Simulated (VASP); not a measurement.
# Shielding tensors and field gradients of SiO2 (Quartz)

What are the shielding tensors of SiO2 (Quartz)? The cell has space group P3_121. The start is a cell from a database of measured crystal structures.

Method: PBE; plane waves and PAW (Si, O), in the first sound run; inputs show where later runs differ, in VASP 6.6.1.

## Step 1: The starting structure

It takes space group P3_121 (No. 152, trigonal). The conventional cell has a = 4.916 Å, b = 4.916 Å, c = 5.409 Å, α = 90.00°, β = 90.00°, γ = 120.00°. Si has 4 O at 1.61 Å nearest. Nearest to O lie 2 Si at 1.61 Å. Farther neighbours and most contacts between anions are not listed.

Coordinates:

```cif
data_structure
_symmetry_space_group_name_H-M 'P3_121'
_symmetry_Int_Tables_number 152
_cell_length_a 4.9158
_cell_length_b 4.9158
_cell_length_c 5.4091
_cell_angle_alpha 90.000
_cell_angle_beta 90.000
_cell_angle_gamma 120.000
_cell_volume 113.20
loop_
_atom_site_label
_atom_site_type_symbol
_atom_site_symmetry_multiplicity
_atom_site_Wyckoff_symbol
_atom_site_fract_x
_atom_site_fract_y
_atom_site_fract_z
_atom_site_occupancy
Si1 Si 3 a 0.46970 0.46970 0.00000 1
O1 O 6 c 0.85380 0.26800 0.45233 1
```

## Step 2: Ground state

The next steps need an insulator, so the gap is checked first.

INCAR reads:

```
SYSTEM = SiO2
PREC = Accurate
ENCUT = 520
EDIFF = 1E-07
NELM = 100
ISMEAR = 0
SIGMA = 0.01
LREAL = .FALSE.
ALGO = Normal
GGA = PE
NBANDS = 33
LORBIT = 11
LWAVE = .FALSE.
LCHARG = .FALSE.
KPAR = 4
```

POSCAR reads:

```
SiO2
1.0
    4.9158000000      0.0000000000      0.0000000000
   -2.4579000000      4.2572076799      0.0000000000
    0.0000000000      0.0000000000      5.4091000000
Si O
3 6
Direct
    0.4697000000      0.4697000000      0.0000000000
    0.0000000000      0.5303000000      0.6666666667
    0.5303000000      0.0000000000      0.3333333333
    0.8538000000      0.2680000000      0.4523333333
    0.7320000000      0.5858000000      0.7856666667
    0.4142000000      0.1462000000      0.1190000000
    0.2680000000      0.8538000000      0.5476666667
    0.5858000000      0.7320000000      0.2143333333
    0.1462000000      0.4142000000      0.8810000000
```

KPOINTS reads:

```
Automatic mesh
0
Gamma
5 5 4
0 0 0
```

Potentials, in the order of the species: Si and O (PBE family, release 64).

Launch:

```sh
> mpirun -np 4 vasp_std
```

Output:

```text
[banner, memory and clock lines left out]
running    4 mpi-ranks, on    1 nodes
 distrk:  each k-point on    1 cores,    4 groups
 distr:  one band on    1 cores,    1 groups

 POSCAR found type information on POSCAR SiO
 POSCAR found :  2 types and       9 ions
 LDA part: xc-table for (Slater+PW92), standard interpolation
 POSCAR, INCAR and KPOINTS ok, starting setup
 FFT: planning ... GRIDC
 FFT: planning ... GRID_SOFT
 FFT: planning ... GRID
 WAVECAR not read
 entering main loop
       N       E                     dE             d eps       ncg     rms          rms(c)
DAV:   1     0.278960258704E+03    0.27896E+03   -0.25595E+04  1122   0.135E+03
DAV:   2    -0.622148262568E+02   -0.34118E+03   -0.32989E+03  1440   0.308E+02
DAV:   3    -0.804002524715E+02   -0.18185E+02   -0.18117E+02  1428   0.762E+01
DAV:   4    -0.805984576276E+02   -0.19821E+00   -0.19802E+00  1412   0.894E+00
DAV:   5    -0.806014426737E+02   -0.29850E-02   -0.29841E-02  1428   0.108E+00    0.257E+01
DAV:   6    -0.709980084221E+02    0.96034E+01   -0.36124E+01  1302   0.324E+01    0.122E+01
DAV:   7    -0.710074583951E+02   -0.94500E-02   -0.10194E+00  1428   0.500E+00    0.446E+00
DAV:   8    -0.710075788678E+02   -0.12047E-03   -0.51385E-02  1380   0.170E+00    0.166E+00
DAV:   9    -0.710194287006E+02   -0.11850E-01   -0.25945E-02  1332   0.114E+00    0.332E-01
DAV:  10    -0.710210304730E+02   -0.16018E-02   -0.30665E-03  1388   0.302E-01    0.942E-02
DAV:  11    -0.710210090925E+02    0.21380E-04   -0.73541E-04  1404   0.162E-01    0.158E-02
DAV:  12    -0.710210181460E+02   -0.90535E-05   -0.22398E-05  1420   0.283E-02    0.120E-02
DAV:  13    -0.710210206368E+02   -0.24908E-05   -0.73526E-06  1364   0.151E-02    0.425E-03
DAV:  14    -0.710210211680E+02   -0.53120E-06   -0.64071E-07  1420   0.442E-03    0.109E-03
DAV:  15    -0.710210211921E+02   -0.24148E-07   -0.29393E-08   988   0.996E-04
   1 F= -.71021021E+02 E0= -.71021021E+02  d E =-.351302E-33
```

Run time: 11 s. Hardware: 4 MPI ranks of Intel Xeon 6975P-C (Granite Rapids), shared host; peak memory 0.99 GiB; 43 s of CPU time.

The logs omit lines about the potential files and the build; timing stands in the text.

OUTCAR, selected parts (step 2):

```text
ion  position               nearest neighbor table
   1  0.470  0.470  0.000-   6 1.61   9 1.61   8 1.61   5 1.61   3 3.06   3 3.06   2 3.06   2 3.06

  LATTYP: Found a hexagonal cell.
 ALAT       =     4.9158000000
 C/A-ratio  =     1.1003498922

 Subroutine GETGRP returns: Found  6 space group operations
 (whereof  2 operations were pure point group operations)

The static configuration has the point symmetry C_2 .
 The point group associated with its full space group is D_3 .

 Found     17 irreducible k-points:

   k-points           NKPTS =     17   k-points in BZ     NKDIM =     17   number of bands    NBANDS=     33

   dimension x,y,z NGX =    40 NGY =   40 NGZ =   40
   dimension x,y,z NGXF=    80 NGYF=   80 NGZF=   80

   ENCUT  =  520.0 eV  38.22 Ry    6.18 a.u.   9.14  9.14 10.06*2*pi/ulx,y,z

   NELECT =      48.0000    total number of electrons

 k-points in reciprocal lattice and weights: Automatic mesh
   0.00000000  0.00000000  0.00000000       0.010
   0.20000000  0.00000000  0.00000000       0.060
   0.40000000 -0.00000000  0.00000000       0.060
   0.20000000  0.20000000  0.00000000       0.060
   0.40000000  0.20000000  0.00000000       0.060
   0.00000000  0.00000000  0.25000000       0.020
   0.20000000  0.00000000  0.25000000       0.060
   0.00000000  0.20000000  0.25000000       0.060
   0.40000000 -0.00000000  0.25000000       0.060
[...]
0.20000000  0.20000000  0.50000000       0.060
   0.40000000  0.20000000  0.50000000       0.060

 average (electrostatic) potential at core
       1 -86.4156       2 -86.4156       3 -86.4156       4 -72.3927       5 -72.3927
       6 -72.3927       7 -72.3927       8 -72.3927       9 -72.3927

 E-fermi :   1.1657

 k-point     1 :       0.0000    0.0000    0.0000
  band No.  band energies     occupation
    ...
     20       0.0964      2.00000
     21       0.0964      2.00000
     22       0.4088      2.00000
     23       0.7770      2.00000
     24       0.7770      2.00000
     25       7.0869      0.00000
     26      10.3930      0.00000
     27      10.3930      0.00000
     28      10.8528      0.00000
     29      10.8528      0.00000
    ...

 k-point     2 :       0.2000    0.0000    0.0000
  band No.  band energies     occupation
    ...
     20       0.0210      2.00000
     21       0.0951      2.00000
     22       0.2826      2.00000
     23       0.8419      2.00000
     24       0.8968      2.00000
     25       7.6810      0.00000
     26      10.3762      0.00000
     27      10.4448      0.00000
     28      10.9186      0.00000
     29      11.0622      0.00000
    ...

 k-point     3 :       0.4000   -0.0000    0.0000
  band No.  band energies     occupation
    ...
     20      -0.0141      2.00000
     21       0.0564      2.00000
     22       0.2879      2.00000
     23       0.8360      2.00000
     24       1.0375      2.00000
     25       8.9479      0.00000
     26      10.3033      0.00000
     27      10.6300      0.00000
     28      10.9722      0.00000
     29      11.5452      0.00000
    ...

  Total        5.0981773      5.0981773      5.1701343      0.0000000     -0.0000000      0.0000000
  in kB       72.1574984     72.1574984     73.1759474      0.0000000     -0.0000000      0.0000000
  external PRESSURE =      72.4969814 kB  Pullay stress =       0.0000000 kB

  energy-cutoff  :      520.00
  volume of cell :      113.20
      direct lattice vectors                 reciprocal lattice vectors
     4.915800000  0.000000000  0.000000000     0.203425689  0.117447876  0.000000000
    -2.457900000  4.257207680  0.000000000     0.000000000  0.234895752  0.000000000
     0.000000000  0.000000000  5.409100000     0.000000000  0.000000000  0.184873639

 POSITION                                       TOTAL-FORCE (eV/Angst)
 -----------------------------------------------------------------------------------
      1.15448      1.99961      0.00000         0.002736      0.004738      0.000000
     -1.30342      2.25760      3.60607         0.002736     -0.004738      0.000000
      2.60685      0.00000      1.80303        -0.005471     -0.000000      0.000000
      3.53839      1.14093      2.44672         0.337395     -0.014694     -0.173214
      2.15853      2.49387      4.24975        -0.155972      0.299540     -0.173214
      1.67678      0.62240      0.64368        -0.181423     -0.284845     -0.173214
     -0.78112      3.63480      2.96238        -0.181423      0.284845      0.173214
      1.08049      3.11628      1.15935         0.337395      0.014694      0.173214
     -0.29937      1.76334      4.76542        -0.155972     -0.299540      0.173214
 -----------------------------------------------------------------------------------
    total drift:                               -0.000002     -0.000004     -0.000000

  FREE ENERGIE OF THE ION-ELECTRON SYSTEM (eV)
  ---------------------------------------------------
  free  energy   TOTEN  =       -71.0210211921 eV

  energy  without entropy=      -71.0210211921  energy(sigma->0) =      -71.02102119

 total charge
# of ion       s       p       d       tot
------------------------------------------
    1        0.649   1.016   0.000   1.665
    2        0.649   1.016   0.000   1.665
    3        0.649   1.016   0.000   1.665
    4        1.551   3.711   0.000   5.261
    5        1.551   3.711   0.000   5.261
    6        1.551   3.711   0.000   5.261
    7        1.551   3.711   0.000   5.261
    8        1.551   3.711   0.000   5.261
    9        1.551   3.711   0.000   5.261
--------------------------------------------------
tot         11.251  25.313   0.000  36.564

[... 3 further parts left out ...]
```

The gap is read on the k-mesh alone, so it is an upper bound where the band edges lie off the mesh.

A gap read on the k-mesh alone can miss the band edges.

Numbers from this step:

- free energy (TOTEN): -71.0210 eV
- Fermi energy: 1.166 eV
- pressure: 7.250 GPa
- gap on the k-mesh: 6.004 eV
- least direct gap on the k-mesh: 6.310 eV

The cell has a gap of 6.00 eV on this mesh and a pressure of +7.2 GPa, which holds the misfit of the given cell and coordinates with this functional, and any error of cutoff, mesh and data sets. Forces of up to 0.38 eV/Å remain in these settings.

[end of part 1 of 5]

[Lines on the potential files, build, host, timing and source positions are cut from VASP's logs without a mark.]

[Logs are printed without paths, hosts, clocks, repeated set-up lines and the standing remarks that a program may print on its own settings, such as how far it seeks lower states.]

[Hosts, paths, dates, database ids (printed as entryN), source tags and the programs' standing remarks are cut or masked in the printed files.]
